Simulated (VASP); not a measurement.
Given:

```
CELL_PARAMETERS angstrom
     -1.50611     1.50611     1.50611
      1.50611    -1.50611     1.50611
      1.50611     1.50611    -1.50611
ATOMIC_POSITIONS crystal
  V  0.00000 0.00000 0.00000
```

All values below come from PBE GGA, VASP's PBE PAW potentials (set 64) (plane waves; VASP). Numerical set-up: 300 eV cut-off, 20×20×20 Γ-centred mesh, first-order Methfessel-Paxton smearing of 0.10 eV, potentials V_sv.

At this cut-off the stress carries a Pulay error, which pulls relaxed volumes low.

### Question
The ions, cell shape and volume are relaxed. Give the cell that the relaxation ends in.

### Answer

```
CELL_PARAMETERS angstrom
     -1.49814     1.49814     1.49814
      1.49814    -1.49814     1.49814
      1.49814     1.49814    -1.49814
ATOMIC_POSITIONS crystal
  V  0.00000 0.00000 0.00000
```
Space group Im-3m (229), at a tolerance of 0.03 Å.

### Question
How do energy and volume change from the first to the last step?

### Answer
The energy (σ→0) changes by -2.1 meV/atom and the volume by -1.6 %, in 3 ionic steps.

| step | E(σ→0) (eV) | max force (eV/Å) | pressure (GPa) | volume (Å³) |
|---|---|---|---|---|
| 1 | -8.9953 | 0.000 | -3.04 | 13.67 |
| 2 | -8.9935 | 0.000 | 4.37 | 13.16 |
| 3 | -8.9974 | 0.000 | -0.03 | 13.45 |

The structure comes from a computed database's V entry; how it stands against other phases isn't given here. This run relaxes it. Symmetry was kept, so distortions that lower it aren't found. The run is one of a series of settings (EDIFFG = -0.01, IBRION = 2, ISIF = 3, NSW = 50 against the base run), some of them coarse on purpose. The run is not spin-polarised, so no magnetic state was tried.
